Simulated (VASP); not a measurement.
A cell of RuAl (CsCl type) near equilibrium:

```yaml
crystal:
  lattice:
    - [2.97495, 0.00000, 0.00000]
    - [0.00000, 2.97495, 0.00000]
    - [0.00000, 0.00000, 2.97495]
  atoms:
    - { symbol: Al, position: [0.50000, 0.50000, 0.50000] }
    - { symbol: Ru, position: [0.00000, 0.00000, 0.00000] }
```

Level of theory: PBEsol GGA, VASP's PBE PAW potentials (set 64) (plane waves; VASP).

```json
[
 {"run": "as it is", "ΔE (meV/atom)": "0.0", "σxx": "0.22", "σyy": "0.22", "σzz": "0.22", "largest shear component, with its sign (GPa)": "0.00", "largest force (eV/Å)": "0.000"},
 {"run": "after one change", "ΔE (meV/atom)": "2.4", "σxx": "3.66", "σyy": "3.66", "σzz": "3.66", "largest shear component, with its sign (GPa)": "0.00", "largest force (eV/Å)": "0.000"}
]
```
Stress is in GPa, positive when the cell is compressed.

**Question.** Name the change that produced these shifts.
(A) isotropic strain of -0.5 %
(B) atom 2 (Ru) moved by -0.025 Å along y
(C) biaxial strain of +1.5 % in the xy plane
(D) uniaxial strain of +1.0 % along x

**Answer.** A, isotropic strain of -0.5 %

The compound is RuAl in the CsCl type structure. The electron count is odd and the run is not spin-polarised, which forces a metal.
